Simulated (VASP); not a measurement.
```xyz
2
Lattice="4.2835 0.0000 0.0000 0.0000 4.2835 0.0000 0.0000 0.0000 4.2835" Properties=species:S:1:pos:R:3 pbc="T T T"
Cs     0.0000     0.0000     0.0000
I      2.1417     2.1417     2.1417
```

Calculation: PBE GGA, VASP's PBE PAW potentials (set 64) (plane waves; VASP 6.6.1). Settings: 500 eV cut-off, 6×6×6 Γ-centred mesh, Gaussian smearing of 0.050 eV, potentials Cs_sv I.

Unless said otherwise, spin-orbit coupling is left out, though it shifts the bands of the heavy elements here.

Task: Predict the energy per atom (σ→0), pressure, band gap (on the k-mesh) with the smallest direct gap where there is one.

Result: 
```yaml
band gap (on the k-mesh): 3.80 eV
smallest direct gap (on the k-mesh): 3.82 eV
energy per atom (σ→0): -2.582 eV/atom
pressure: 4.96 GPa
```

Only differences to runs with the same potentials and settings are physical.

The compound is CsI in the CsCl type structure. It was relaxed first under an external pressure of 5 GPa.
